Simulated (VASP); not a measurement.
A convergence study with VASP on Mg₂Sn (antifluorite): one setting is varied, all else stays as given below, so the limit is that of these other settings.

```
CELL_PARAMETERS angstrom
      0.00000     3.38000     3.38000
      3.38000     0.00000     3.38000
      3.38000     3.38000     0.00000
ATOMIC_POSITIONS crystal
  Mg 0.25000 0.25000 0.25000
  Mg 0.75000 0.75000 0.75000
  Sn 0.00000 0.00000 0.00000
```

Method: PBE GGA, VASP's PBE PAW potentials (set 64) (plane waves; VASP). The tightest run used: 550 eV cut-off, 14×14×14 Γ-centred mesh, tetrahedra with Blöchl corrections, potentials Mg Sn_d.

Q: The settings run are 3×3×3 mesh; 4×4×4 mesh; 5×5×5 mesh; 6×6×6 mesh; 7×7×7 mesh; 8×8×8 mesh; 9×9×9 mesh; 10×10×10 mesh; 11×11×11 mesh; 12×12×12 mesh; 13×13×13 mesh; 14×14×14 mesh. From which on does the stress (every component) stay within 0.1 GPa of the tightest run?

A: From 6×6×6 mesh on: it is off by 0.08 there and by no more than 0.1 in any finer run, while 5×5×5 mesh is off by 0.13.
```csv
setting,E (eV/atom),pressure (GPa),irreducible k-points,difference judged (GPa)
3×3×3 mesh,-2.2794,0.69,4,0.21
4×4×4 mesh,-2.4115,0.71,8,0.20
5×5×5 mesh,-2.4513,0.78,10,0.13
6×6×6 mesh,-2.4665,0.82,16,0.08
7×7×7 mesh,-2.4720,0.86,20,0.05
8×8×8 mesh,-2.4745,0.87,29,0.03
9×9×9 mesh,-2.4755,0.89,35,0.02
10×10×10 mesh,-2.4760,0.89,47,0.01
11×11×11 mesh,-2.4762,0.90,56,0.01
12×12×12 mesh,-2.4763,0.90,72,0.00
13×13×13 mesh,-2.4764,0.90,84,0.00
14×14×14 mesh,-2.4764,0.90,104,0.00
```

Left out are rungs that failed or repeat a setting and relaxations that didn't move; long series are thinned to 24 rows.

The compound is Mg2Sn in the antifluorite structure. The cell was not relaxed at this level.
